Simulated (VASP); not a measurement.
# Zr2Ni with r2SCAN + rVV10: from relaxation to properties

Aim: relax Zr2Ni, then compute properties on the relaxed cell. The steps: magnetic start: ferromagnetic, magnetic start: antiferromagnetic within the cell, magnetic start: antiferromagnetic, q = (0, 0, 1/2), magnetic start: antiferromagnetic, q = (1/2, 1/2, 1/2), magnetic start: antiferromagnetic, q = (1/2, 0, 0), the orders side by side, relaxing cell and atoms (r2SCAN + rVV10), second relaxation, single point with fields (r2SCAN + rVV10), bands along the symmetry lines (r2SCAN + rVV10), total and projected DOS (r2SCAN + rVV10), zone-centre phonons (r2SCAN + rVV10), volume scan with r2SCAN + rVV10, fit for r2SCAN + rVV10 and a single point (r2SCAN + rVV10) with a changed input. The start is a cell from a database of measured crystal structures.

Method: r2SCAN with rVV10, spin-polarised from a ferromagnetic start; plane waves and PAW (Zr_sv, Ni), in the first sound run; inputs show where later runs differ, in VASP 6.6.1.

This is a report of a sequence of runs, with most program output left out.

### 1. The starting structure

It takes space group I4/mcm (No. 140, tetragonal). Conventional cell: a = 6.477 Å, b = 6.477 Å, c = 5.241 Å, α = 90.00°, β = 90.00°, γ = 90.00°. Nearest to Zr lie 4 Ni at 2.76 Å and 3 Zr at 2.98 to 3.07 Å. Ni has 2 Ni at 2.62 Å and 8 Zr at 2.76 Å nearest. Farther neighbours are not listed.

Coordinates:

```xyz
6
Lattice="-3.2385 3.2385 2.6205 3.2385 -3.2385 2.6205 3.2385 3.2385 -2.6205" Properties=species:S:1:pos:R:3 pbc="T T T"
Zr    1.0551    4.2936    0.0000
Zr    2.1834    1.0551    0.0000
Zr    2.1834   -1.0551    2.6205
Zr    1.0551    2.1834    2.6205
Ni    0.0000    0.0000    1.3102
Ni    0.0000    0.0000    3.9307
```

### 2. Magnetic start: ferromagnetic

The properties of a magnet depend on its order, so a few collinear patterns are compared first on the cell as listed, beginning with all moments parallel. r2SCAN adds the kinetic-energy density, costs more than a GGA and is run with LASPH. LUSE_VDW switches on a nonlocal correlation term for dispersion.

INCAR

```
SYSTEM = Zr2Ni
PREC = Accurate
ENCUT = 400
EDIFF = 1E-06
NELM = 100
ISMEAR = 1
SIGMA = 0.2
LREAL = .FALSE.
ALGO = Normal
METAGGA = R2SCAN
LUSE_VDW = .TRUE.
IVDW_NL = 2
BPARAM = 11.95
CPARAM = 0.0093
LASPH = .TRUE.
NBANDS = 47
ISPIN = 2
MAGMOM = 0 0 0 0 1 1
LMAXMIX = 4
LORBIT = 11
LWAVE = .FALSE.
LCHARG = .FALSE.
KPAR = 8
ISIF = 2
```

POSCAR

```
Zr2Ni
1.0
   -3.2385000000      3.2385000000      2.6205000000
    3.2385000000     -3.2385000000      2.6205000000
    3.2385000000      3.2385000000     -2.6205000000
Zr Ni
4 2
Direct
    0.6629000000      0.1629000000      0.8258000000
    0.1629000000      0.3371000000      0.5000000000
    0.3371000000      0.8371000000      0.1742000000
    0.8371000000      0.6629000000      0.5000000000
    0.2500000000      0.2500000000      0.0000000000
    0.7500000000      0.7500000000      0.0000000000
```

KPOINTS

```
Automatic mesh
0
Gamma
6 6 6
0 0 0
```

Potentials, in the order of the species: Zr_sv and Ni (PBE family, release 64).

Started as:

```bash
> mpirun -np 8 vasp_std
```

It took 2.7 min on 8 MPI ranks of Intel Xeon 6975P-C (Granite Rapids), shared host; peak memory 4.5 GiB; 21 min of CPU time.

The k-mesh is coarse for a metal. The PAW data sets were made with PBE, which is usual practice but a small mismatch for other functionals.

This step gave:

| Property | Result |
| --- | --- |
| SCF cycles | 18 |
| electrons | 68 |
| bands | 47 |
| irreducible k-points | 30 |
| symmetry operations | 16 |
| free energy (TOTEN) | -115.4381 eV |
| energy at zero smearing | -115.4371 eV |
| Fermi energy | 9.337 eV |
| pressure | -1.687 GPa |
| metallic, judged on the points sampled | yes |

The spin moment in the PAW sphere vanishes on all atoms.

Force by atom:

| atom | x (eV/Å) | y (eV/Å) | z (eV/Å) | size |
| --- | --- | --- | --- | --- |
| Zr1 | 0.077 | 0.077 | 0.000 | 0.108 |
| Zr2 | -0.077 | 0.077 | 0.000 | 0.108 |
| Zr3 | -0.077 | -0.077 | 0.000 | 0.108 |
| Zr4 | 0.077 | -0.077 | 0.000 | 0.108 |
| Ni5 | 0.000 | 0.000 | 0.000 | 0.000 |
| Ni6 | 0.000 | 0.000 | 0.000 | 0.000 |

The moments fall under 0.1 μB, and the mesh shows no gap.

### 3. Magnetic start: antiferromagnetic within the cell

This step: r2SCAN with rVV10, spin-polarised from an antiferromagnetic start; plane waves and PAW (Zr_sv, Ni) (VASP 6.6.1).

Next, a pattern with opposite moments.

Edit INCAR of step 2 so:

```diff
@@ -15,5 +15,5 @@
 LASPH = .TRUE.
-NBANDS = 47
+NBANDS = 45
 ISPIN = 2
-MAGMOM = 0 0 0 0 1 1
+MAGMOM = 0 0 0 0 1 -1
 LMAXMIX = 4
```

POSCAR is that of step 2.

KPOINTS is that of step 2.

Started as:

```bash
> mpirun -np 8 vasp_std
```

Wall time 3.4 min (8 MPI ranks); peak memory 4.5 GiB; 27 min of CPU time.

This step gave:

- bands: 45
- pressure: -1.696 GPa

Force by atom:

(Unchanged from step 2.)

The energy lies +0.0 meV an atom from the first pattern, and both runs end without moments, so a difference comes from cell, mesh or thresholds alone. The moments fall under 0.1 μB, and the mesh shows no gap.

### 4. Magnetic start: antiferromagnetic, q = (0, 0, 1/2)

System of this step: Zr2Ni. Symmetry: I4/mcm, No. 140, tetragonal system. The conventional cell has a = 6.477 Å, b = 6.477 Å, c = 5.241 Å, α = 90.00°, β = 90.00°, γ = 90.00°. Zr has 4 Ni at 2.76 Å and 3 Zr at 2.98 to 3.07 Å nearest. Nearest to Zr lie 4 Ni at 2.76 Å and 3 Zr at 2.98 to 3.07 Å. Ni has 2 Ni at 2.62 Å and 8 Zr at 2.76 Å nearest. Farther neighbours are not listed.

Next, a pattern with opposite moments, which needs a doubled cell; q is given in the reciprocal vectors of the primitive cell.

Edit INCAR of step 3 so:

```diff
@@ -15,5 +15,5 @@
 LASPH = .TRUE.
-NBANDS = 45
+NBANDS = 90
 ISPIN = 2
-MAGMOM = 0 0 0 0 1 -1
+MAGMOM = 0 0 0 0 0 0 0 0 1 -1 1 -1
 LMAXMIX = 4
```

POSCAR

```
Zr2Ni
1.0
   -3.2385000000      3.2385000000      2.6205000000
    3.2385000000     -3.2385000000      2.6205000000
    6.4770000000      6.4770000000     -5.2410000000
Zr Ni
8 4
Direct
    0.6629000000      0.1629000000      0.4129000000
    0.6629000000      0.1629000000      0.9129000000
    0.1629000000      0.3371000000      0.2500000000
    0.1629000000      0.3371000000      0.7500000000
    0.3371000000      0.8371000000      0.0871000000
    0.3371000000      0.8371000000      0.5871000000
    0.8371000000      0.6629000000      0.2500000000
    0.8371000000      0.6629000000      0.7500000000
    0.2500000000      0.2500000000      0.0000000000
    0.2500000000      0.2500000000      0.5000000000
    0.7500000000      0.7500000000      0.0000000000
    0.7500000000      0.7500000000      0.5000000000
```

KPOINTS is that of step 3.

Started as:

```bash
> mpirun -np 8 vasp_std
```

Elapsed: 20 min, on 8 MPI ranks; peak memory 11 GiB; 2.7 h of CPU time.

Numbers from this step:

- SCF cycles: 22
- electrons: 136
- bands: 90
- irreducible k-points: 52
- symmetry operations: 8
- free energy (TOTEN): -230.8751 eV
- energy at zero smearing: -230.8747 eV
- Fermi energy: 9.339 eV
- pressure: -1.663 GPa

The spin moment in the PAW sphere vanishes on all atoms.

Force by atom:

| atom | x (eV/Å) | y (eV/Å) | z (eV/Å) | size |
| --- | --- | --- | --- | --- |
| Zr1 | 0.081 | 0.081 | 0.000 | 0.114 |
| Zr2 | 0.081 | 0.081 | 0.000 | 0.114 |
| Zr3 | -0.087 | 0.087 | 0.000 | 0.123 |
| Zr4 | -0.087 | 0.087 | 0.000 | 0.123 |
| Zr5 | -0.081 | -0.081 | 0.000 | 0.114 |
| Zr6 | -0.081 | -0.081 | 0.000 | 0.114 |
| Zr7 | 0.087 | -0.087 | 0.000 | 0.123 |
| Zr8 | 0.087 | -0.087 | 0.000 | 0.123 |
| Ni9 | 0.000 | 0.000 | 0.000 | 0.000 |
| Ni10 | 0.000 | 0.000 | 0.000 | 0.000 |
| Ni11 | 0.000 | 0.000 | 0.000 | 0.000 |
| Ni12 | 0.000 | 0.000 | 0.000 | 0.000 |

The energy lies -0.1 meV an atom from the first pattern, and both runs end without moments, so a difference comes from cell, mesh or thresholds alone. The moments fall under 0.1 μB, and the mesh shows no gap.

### 5. Magnetic start: antiferromagnetic, q = (1/2, 1/2, 1/2)

INCAR is that of step 4.

POSCAR

```
Zr2Ni
1.0
   -6.4770000000      6.4770000000      5.2410000000
    0.0000000000      0.0000000000      5.2410000000
    0.0000000000      6.4770000000      0.0000000000
Zr Ni
8 4
Direct
    0.8371000000      0.1629000000      0.8258000000
    0.3371000000      0.1629000000      0.8258000000
    0.6629000000      0.3371000000      0.5000000000
    0.1629000000      0.3371000000      0.5000000000
    0.6629000000      0.8371000000      0.1742000000
    0.1629000000      0.8371000000      0.1742000000
    0.8371000000      0.6629000000      0.5000000000
    0.3371000000      0.6629000000      0.5000000000
    0.0000000000      0.2500000000      0.0000000000
    0.5000000000      0.2500000000      0.0000000000
    0.0000000000      0.7500000000      0.0000000000
    0.5000000000      0.7500000000      0.0000000000
```

KPOINTS is that of step 4.

Started as:

```bash
> mpirun -np 8 vasp_std
```

Run time: 16 min. Hardware: 8 MPI ranks; peak memory 11 GiB.

Numbers from this step:

| Item | Value |
| --- | --- |
| SCF cycles | 19 |
| irreducible k-points | 40 |
| symmetry operations | 16 |
| free energy (TOTEN) | -230.8782 eV |
| energy at zero smearing | -230.8821 eV |
| Fermi energy | 9.342 eV |
| pressure | -1.736 GPa |

Force by atom:

| atom | x (eV/Å) | y (eV/Å) | z (eV/Å) | size |
| --- | --- | --- | --- | --- |
| Zr1 | 0.094 | 0.094 | 0.000 | 0.133 |
| Zr2 | 0.094 | 0.094 | 0.000 | 0.133 |
| Zr3 | -0.094 | 0.094 | 0.000 | 0.133 |
| Zr4 | -0.094 | 0.094 | 0.000 | 0.133 |
| Zr5 | -0.094 | -0.094 | 0.000 | 0.133 |
| Zr6 | -0.094 | -0.094 | 0.000 | 0.133 |
| Zr7 | 0.094 | -0.094 | 0.000 | 0.133 |
| Zr8 | 0.094 | -0.094 | 0.000 | 0.133 |
| Ni9 | 0.000 | 0.000 | 0.000 | 0.000 |
| Ni10 | 0.000 | 0.000 | 0.000 | 0.000 |
| Ni11 | 0.000 | 0.000 | 0.000 | 0.000 |
| Ni12 | 0.000 | 0.000 | 0.000 | 0.000 |

The energy lies -0.7 meV an atom from the first pattern, and both runs end without moments, so a difference comes from cell, mesh or thresholds alone. The moments fall under 0.1 μB, and the mesh shows no gap.

### 6. Magnetic start: antiferromagnetic, q = (1/2, 0, 0)

INCAR is that of step 5.

POSCAR

```
Zr2Ni
1.0
   -6.4770000000      6.4770000000      5.2410000000
    3.2385000000     -3.2385000000      2.6205000000
    3.2385000000      3.2385000000     -2.6205000000
Zr Ni
8 4
Direct
    0.3314500000      0.1629000000      0.8258000000
    0.8314500000      0.1629000000      0.8258000000
    0.0814500000      0.3371000000      0.5000000000
    0.5814500000      0.3371000000      0.5000000000
    0.1685500000      0.8371000000      0.1742000000
    0.6685500000      0.8371000000      0.1742000000
    0.4185500000      0.6629000000      0.5000000000
    0.9185500000      0.6629000000      0.5000000000
    0.1250000000      0.2500000000      0.0000000000
    0.6250000000      0.2500000000      0.0000000000
    0.3750000000      0.7500000000      0.0000000000
    0.8750000000      0.7500000000      0.0000000000
```

KPOINTS is that of step 5.

Started as:

```bash
> mpirun -np 8 vasp_std
```

Wall time 33 min (8 MPI ranks); peak memory 17 GiB; 4.3 h of CPU time.

Numbers from this step:

```
SCF cycles              : 21
irreducible k-points    : 112
symmetry operations     : 2
free energy (TOTEN)     : -230.8783 eV
energy at zero smearing : -230.8788 eV
Fermi energy            : 9.338 eV
pressure                : -1.693 GPa
```

Force by atom:

| atom | x (eV/Å) | y (eV/Å) | z (eV/Å) | size |
| --- | --- | --- | --- | --- |
| Zr1 | 0.079 | 0.074 | 0.003 | 0.108 |
| Zr2 | 0.079 | 0.074 | 0.003 | 0.108 |
| Zr3 | -0.078 | 0.074 | 0.003 | 0.108 |
| Zr4 | -0.078 | 0.074 | 0.003 | 0.108 |
| Zr5 | -0.079 | -0.074 | -0.003 | 0.108 |
| Zr6 | -0.079 | -0.074 | -0.003 | 0.108 |
| Zr7 | 0.078 | -0.074 | -0.003 | 0.108 |
| Zr8 | 0.078 | -0.074 | -0.003 | 0.108 |
| Ni9 | -0.003 | 0.000 | 0.000 | 0.003 |
| Ni10 | -0.003 | 0.000 | 0.000 | 0.003 |
| Ni11 | 0.003 | 0.000 | 0.000 | 0.003 |
| Ni12 | 0.003 | 0.000 | 0.000 | 0.003 |

The energy lies -0.4 meV an atom from the first pattern, and both runs end without moments, so a difference comes from cell, mesh or thresholds alone. The moments fall under 0.1 μB, and the mesh shows no gap.

### 7. The orders side by side

This step: collinear orders at r2SCAN; plane waves and PAW (VASP 6.6.1).

This step runs nothing: it gathers the runs above.

Patterns, by row:

| start | atoms | energy less that of the first (meV/atom) | largest site moment (μB) | end state |
| --- | --- | --- | --- | --- |
| ferromagnetic | 6 | 0 | 0 | non-magnetic |
| antiferromagnetic within the cell | 6 | 0 | 0 | non-magnetic |
| antiferromagnetic, q = (0, 0, 1/2) | 12 | -0.1 | 0 | non-magnetic |
| antiferromagnetic, q = (1/2, 1/2, 1/2) | 12 | -0.7 | 0 | non-magnetic |
| antiferromagnetic, q = (1/2, 0, 0) | 12 | -0.4 | 0 | non-magnetic |

All patterns lost their moments. Runs that ended non-magnetic differ by up to 0.7 meV an atom among themselves, which can come from the unlike meshes of the cells or from a run that isn't fully settled. The session goes on with moments started at or near zero.

### 8. Relaxing cell and atoms (r2SCAN + rVV10)

This step: r2SCAN with rVV10, zero-moment start; plane waves and PAW (Zr_sv, Ni) (VASP 6.6.1).

System of this step: Zr2Ni. The structure is tetragonal, space group I4/mcm (No. 140). The conventional cell has a = 6.477 Å, b = 6.477 Å, c = 5.241 Å, α = 90.00°, β = 90.00°, γ = 90.00°. Nearest to Zr lie 4 Ni at 2.76 Å and 3 Zr at 2.98 to 3.07 Å. Nearest to Ni lie 2 Ni at 2.62 Å and 8 Zr at 2.76 Å. Farther neighbours are not listed.

The start need not lie at this functional's minimum. ISIF = 3 frees volume, shape and positions, and EDIFFG sets the threshold on forces and stress at which the search stops.

Edit INCAR of step 6 so:

```diff
@@ -15,5 +15,5 @@
 LASPH = .TRUE.
-NBANDS = 90
+NBANDS = 45
 ISPIN = 2
-MAGMOM = 0 0 0 0 0 0 0 0 1 -1 1 -1
+MAGMOM = -0 -0 -0 -0 0 0
 LMAXMIX = 4
@@ -23,2 +23,5 @@
 KPAR = 8
-ISIF = 2
+IBRION = 2
+NSW = 60
+ISIF = 3
+EDIFFG = -0.01
```

POSCAR

```
Zr2Ni
1.0
   -3.2385000000      3.2385000000      2.6205000000
    3.2385000000     -3.2385000000      2.6205000000
    3.2385000000      3.2385000000     -2.6205000000
Zr Ni
4 2
Direct
    0.6629000000      0.1629000000      0.8258000000
    0.1629000000      0.3371000000      0.5000000000
    0.3371000000      0.8371000000      0.1742000000
    0.8371000000      0.6629000000      0.5000000000
    0.2500000000      0.2500000000      0.0000000000
    0.7500000000      0.7500000000      0.0000000000
```

KPOINTS

```
Automatic mesh
0
Gamma
7 7 7
0 0 0
```

Started as:

```bash
> mpirun -np 8 vasp_std
```

Run time: 11 min. Hardware: 8 MPI ranks; peak memory 5 GiB; 84 min of CPU time.

This run allows spin, but its moments start at zero, where symmetry between the spins tends to hold them, which is where the search above led. The run keeps the 16 symmetry operations of its start, so it cannot find a distortion of lower symmetry.

Relaxation path:

| step | energy less that of the first step (eV) | largest force (eV/Å) | pressure (GPa) | volume (Å³) |
| --- | --- | --- | --- | --- |
| 1 | 0.0000 | 0.1276 | -1.63 | 109.93 |
| 2 | 0.0010 | 0.0183 | 2.07 | 107.00 |
| 3 | -0.0082 | 0.0757 | 0.10 | 108.48 |
| 4 | -0.0090 | 0.0378 | 0.03 | 108.55 |
| 5 | -0.0093 | 0.0131 | 0.06 | 108.59 |
| 6 | -0.0093 | 0.0018 | 0.02 | 108.61 |
| 7 | -0.0093 | 0.0032 | 0.01 | 108.61 |
| 8 | -0.0094 | 0.0019 | 0.03 | 108.63 |
| 9 | -0.0094 | 0.0007 | 0.02 | 108.67 |

| conventional cell, symmetrised | before | after | change |
| --- | --- | --- | --- |
| a (Å) | 6.477 | 6.450 | -0.4 % |
| b (Å) | 6.477 | 6.450 | -0.4 % |
| c (Å) | 5.241 | 5.225 | -0.3 % |
| volume (Å³/atom) | 18.32 | 18.11 | -1.2 % |

The atoms that moved most (Å, as changes of fractional coordinates times the final cell):

| atom | dx | dy | dz | length |
| --- | --- | --- | --- | --- |
| Zr1 | 0.008 | 0.008 | 0.000 | 0.011 |
| Zr2 | -0.008 | 0.008 | 0.000 | 0.011 |
| Zr3 | -0.008 | -0.008 | 0.000 | 0.011 |
| Zr4 | 0.008 | -0.008 | 0.000 | 0.011 |

Final coordinates:

```xyz
6
Lattice="-3.2248 3.2248 2.6123 3.2248 -3.2248 2.6123 3.2248 3.2248 -2.6123" Properties=species:S:1:pos:R:3 pbc="T T T"
Zr    1.0585    4.2833    0.0000
Zr    2.1663    1.0585    0.0000
Zr    2.1663   -1.0585    2.6123
Zr    1.0585    2.1663    2.6123
Ni    0.0000    0.0000    1.3062
Ni    0.0000    0.0000    3.9185
```

Numbers from this step:

```yaml
electrons: 68
bands: 45
irreducible_k_points: 40
symmetry_operations: 16
free_energy_toten: -115.4473 eV
energy_at_zero_smearing: -115.4471 eV
fermi_energy: 9.491 eV
pressure: 0.02085 GPa
scf_cycles_over_all_ionic_steps: 73
```

It ends with a largest force of 0.001 eV/Å and a pressure of 0.02 GPa.

### 9. Second relaxation

A relaxation keeps the plane waves of the cell it began with, so it is repeated from the new cell, on a basis made for it.

INCAR is that of step 8.

POSCAR

```
Zr2Ni
1.0
   -3.2248219807      3.2248219807      2.6123026764
    3.2248219807     -3.2248219807      2.6123026764
    3.2248219807      3.2248219807     -2.6123026764
Zr Ni
4 2
Direct
    0.6641183882      0.1641183882      0.8282367764
    0.1641183882      0.3358816118      0.5000000000
    0.3358816118      0.8358816118      0.1717632236
    0.8358816118      0.6641183882      0.5000000000
    0.2500000000      0.2500000000      0.0000000000
    0.7500000000      0.7500000000      0.0000000000
```

KPOINTS is that of step 8.

Started as:

```bash
> mpirun -np 8 vasp_std
```

Elapsed: 2.1 min, on 8 MPI ranks; peak memory 4.7 GiB.

Little changed from the start: no atom moved by 0.005 Å and no cell edge by 0.1 %.

This step gave:

```
free energy (TOTEN)             : -115.4446 eV
energy at zero smearing         : -115.4444 eV
pressure                        : -0.03968 GPa
SCF cycles over all ionic steps : 17
```

It ends with a largest force of 0.001 eV/Å and a pressure of -0.04 GPa. The volume moved by under 0.01 %: the run met its threshold at the first step.

(Continued in part 2 of 3.)

[Lines on the potential files, build, host, timing and source positions are cut from VASP's logs without a mark.]

[Logs are printed without paths, hosts, clocks, repeated set-up lines and the standing remarks that a program may print on its own settings, such as how far it seeks lower states.]

[Hosts, paths, dates, database ids (printed as entryN), source tags and the programs' standing remarks are cut or masked in the printed files.]

[A measured line is paired with the nearest computed mode of its activity, which favours agreement.]

[In band tables of VASP the shares of atoms and orbitals are scaled to a sum of 1 inside the atoms' spheres.]
